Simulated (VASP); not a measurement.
An input for Quantum ESPRESSO's pw.x (written as the equivalent of a VASP run, and not itself run):

```
&CONTROL
  calculation = 'scf'
  pseudo_dir = './pseudo'
  outdir = './out'
  tprnfor = .true.
  tstress = .true.
/
&SYSTEM
  ibrav = 0
  nat = 2
  ntyp = 2
  ecutwfc = 84
  occupations = 'tetrahedra'
  input_dft = 'pbesol'
/
&ELECTRONS
  conv_thr = 7.3e-09
  electron_maxstep = 100
/
ATOMIC_SPECIES
  Sr 87.620 Sr.upf
  O 15.999 O.upf
CELL_PARAMETERS angstrom
    -0.0000000    2.5669796    2.5669796
     2.5669796    0.0000000    2.5669796
     2.5669796    2.5669796    0.0000000
ATOMIC_POSITIONS crystal
  Sr   0.0000000  0.0000000  0.0000000
  O    0.5000000  0.5000000  0.5000000
K_POINTS automatic
  10 10 10 0 0 0
```

Task: Write the VASP files for the same calculation (PBEsol).

Result: One answer among several that fit: 
POSCAR:
```
SrO
1
   -0.0000000000     2.5669795706     2.5669795706
    2.5669795706     0.0000000000     2.5669795706
    2.5669795706     2.5669795706     0.0000000000
Sr O
1 1
Direct
  0.0000000000   0.0000000000   0.0000000000
  0.5000000000   0.5000000000   0.5000000000
```

**INCAR**
```
LREAL=F
ENCUT=520
SYSTEM=SrO
ISMEAR=-5
EDIFF=1E-7   ! SCF stop (eV)
PREC=Accurate
GGA=PS
NEDOS=601   ! DOS grid
LWAVE=F
LMAXMIX=4   ! l cut-off of mixed one-centre charges
LASPH=T   ! aspherical one-centre terms
ALGO=Normal
ISIF=2   ! forces and stress, cell fixed
LCHARG=T
NELM=100   ! most electronic steps
LORBIT=11   ! lm-projected
```

KPOINTS:
```
Automatic mesh
0
Gamma
10 10 10
0 0 0
```

POTCAR, in this order: Sr_sv O (PBE.64 set). Program: vasp_std.

The two are equivalent in intent, not identical: the potentials are each code's own (VASP's PAW set, PseudoDojo norm-conserving files in pw.x), so ENCUT and ecutwfc are chosen apart and not converted; conv_thr bounds pw.x's estimated SCF error, while EDIFF bounds the energy change between steps.

The compound is SrO in the rock salt structure. It was relaxed first.
